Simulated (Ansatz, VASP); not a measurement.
This is a calculation of SrCr2N2 for VASP 6.6.1. Atoms were shifted at random by some hundredths of an Å from the given cell, which wasn't relaxed again for these runs. The cell comes from a database or a generator and needn't be the stable form of this composition.

File INCAR:

```
PREC = Accurate ; ENCUT = 520
EDIFF = 1E-7 ; ISMEAR = -1
SIGMA = 0.05 ; LREAL = False
LASPH = True ; NELM = 150
ALGO = Normal ; ISIF = 2
LWAVE = False ; LCHARG = False
ISPIN = 2 ; MAGMOM = 0 3 3 0 0
LORBIT = 11 ; LMAXMIX = 4
GGA = PE ; NBANDS = 34
```

File KPOINTS:

```
Automatic mesh
0
Gamma
  9 9 4
```

Contents of POSCAR:

```
SrCr2N2
1.0
    3.3196892269      0.0000000000      0.0000000000
   -1.6598446134      2.8749352031      0.0000000000
    0.0000000000      0.0000000000      6.5462810131
Sr Cr N
1 2 2
Direct
    0.0103840000     -0.0001060000      0.5086510000
    0.3261590000      0.6672120000      0.8903760000
    0.6619150000      0.3368530000      0.1142330000
    0.3205220000      0.6602270000      0.1929100000
    0.6506880000      0.3279740000      0.8076290000
```

Potentials or basis: VASP PAW PBE potentials, release 64 (Sr_sv, Cr_pv, N).

Launch:

```console
$ cat potpaw_PBE.64/Sr_sv/POTCAR potpaw_PBE.64/Cr_pv/POTCAR potpaw_PBE.64/N/POTCAR > POTCAR
$ mpirun -np 1 vasp_std > vasp.out
```

Question: Set up the same calculation for Ansatz 0.2.0. Potentials or basis there: Ansatz PAW, cutoff 420 eV.

Answer: As run (cutoffs and basis follow the program's own potentials, and thresholds, step limits or extra output files can differ):

The input input.yaml:

```yaml
crystal:
  lattice:
    - [3.3196892269, 0.0, 0.0]
    - [-1.6598446134, 2.8749352031, 0.0]
    - [0.0, 0.0, 6.5462810131]
  atoms:
    - { symbol: Sr, position: [0.010384, -0.000106, 0.508651] }
    - { symbol: Cr, position: [0.326159, 0.667212, 0.890376], spin: 3.0 }
    - { symbol: Cr, position: [0.661915, 0.336853, 0.114233], spin: 3.0 }
    - { symbol: "N", position: [0.320522, 0.660227, 0.19291] }
    - { symbol: "N", position: [0.650688, 0.327974, 0.807629] }
hamiltonian:
  xc: pbe
  pseudopotentials: { kind: paw }
magnetization:
  spin_polarized: true
kpoints:
  mp_grid: { grid: [9, 9, 4] }
scf:
  occupations: { method: fermi_dirac, width: 0.05 }
output:
  forces: true
  stress: true
  eigenvalues: true
```

Potentials or basis: Ansatz PAW.

Launch:

```console
$ ansatz run input.yaml --threads 2 --pin off --max-ram 5120MiB --backend cpu --events-out ev --progress --plain --runs-dir out
```

Both were run:

|  | VASP | Ansatz |
| --- | --- | --- |
| Pressure | 0.4 GPa | -0.1 GPa |
| Largest force | 0.398 eV/Å | 0.385 eV/Å |
| Net moment | 0.79 μB per cell | 0.79 μB per cell |

Ansatz's pressure holds a Pulay term of +0.35 GPa for its cutoff of 420 eV, which the other run lacks.

The potentials hold 44 and 48 valence electrons a cell.

Where Ansatz's input types no cutoff or centring, it takes its own default and a Γ-centred mesh.

The magnetic state is the one that the start led to; the real crystal's order can differ.

Pressure is positive in compression.
